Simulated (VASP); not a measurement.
Consider the following.

```xyz
2
Lattice="1.4576 -2.5246 0.0000 1.4576 2.5246 0.0000 0.0000 0.0000 4.6221" Properties=species:S:1:pos:R:3 pbc="T T T"
Ti     1.4576     0.8415     1.1555
Ti     1.4576    -0.8415     3.4666
```

All values below come from TPSS meta-GGA, VASP's PBE PAW potentials (set 64) (plane waves; VASP 6.6.1). Numerical set-up: 520 eV cut-off, 16×16×9 Γ-centred mesh, tetrahedra with Blöchl corrections, potentials Ti_sv.

Question: What does the run give for the energy per atom (σ→0), band gap (over mesh and band path) with the smallest direct gap where there is one?

Answer: 
| Quantity | Result |
|---|---|
| band gap (over mesh and band path) | none (metal, semimetal or under 0.01 eV) |
| energy per atom (σ→0) | -1436.7 kJ/mol of atoms |

Only differences to runs with the same potentials and settings are physical.

The compound is Ti in the hcp structure. It was relaxed first.
